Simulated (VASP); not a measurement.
```yaml
crystal:
  lattice:
    - [1.87303, -3.24418, 0.00000]
    - [1.87303, 3.24418, 0.00000]
    - [0.00000, 0.00000, 6.13591]
  atoms:
    - { symbol: Zn, position: [0.66667, 0.33333, 0.50009] }
    - { symbol: Zn, position: [0.33333, 0.66667, 0.00009] }
    - { symbol: S, position: [0.66667, 0.33333, 0.87491] }
    - { symbol: S, position: [0.33333, 0.66667, 0.37491] }
```

Method: LDA (Ceperley-Alder, Perdew-Zunger), VASP's LDA PAW potentials (set 64) (plane waves; VASP). Run with 520 eV cut-off, Gaussian smearing of 0.050 eV, potentials Zn S.

Q: Give the energies of bands 8 to 21 at the high-symmetry points, in eV from the valence-band maximum.

A: 
| band | Γ | M | K | A | L | H |
|---|---|---|---|---|---|---|
| 8 | -6.25 | -6.33 | -6.30 | -6.69 | -6.40 | -6.33 |
| 9 | -6.25 | -6.17 | -6.24 | -6.20 | -6.15 | -6.25 |
| 10 | -6.16 | -6.12 | -6.22 | -6.20 | -6.15 | -6.25 |
| 11 | -6.16 | -6.06 | -5.94 | -6.20 | -5.97 | -5.82 |
| 12 | -6.00 | -6.01 | -5.94 | -6.20 | -5.97 | -5.82 |
| 13 | -5.76 | -5.15 | -4.60 | -3.06 | -5.23 | -5.10 |
| 14 | -0.99 | -4.41 | -4.60 | -3.06 | -5.23 | -5.10 |
| 15 | -0.99 | -3.58 | -4.25 | -0.52 | -1.78 | -3.37 |
| 16 | -0.08 | -2.46 | -2.56 | -0.52 | -1.78 | -3.37 |
| 17 | 0.00 | -1.89 | -2.56 | -0.52 | -1.78 | -1.48 |
| 18 | 0.00 | -0.98 | -2.31 | -0.52 | -1.78 | -1.48 |
| 19 | 2.22 | 3.41 | 3.91 | 3.51 | 3.36 | 4.40 |
| 20 | 2.99 | 4.22 | 6.03 | 3.51 | 3.36 | 4.40 |
| 21 | 6.12 | 4.91 | 6.04 | 6.60 | 5.03 | 6.14 |

The gap is direct, 2.22 eV, from the valence maximum at Γ to the conduction minimum at Γ.

Measured: gap 3.91 eV (computed value off by -1.69 eV), as given by Mehmet Aras et al., The Journal of Chemical Physics (2014), arXiv:1312.4272.

The compound is ZnS in the wurtzite structure, the high-temperature form. It was relaxed first, which changed the volume by -6 %.
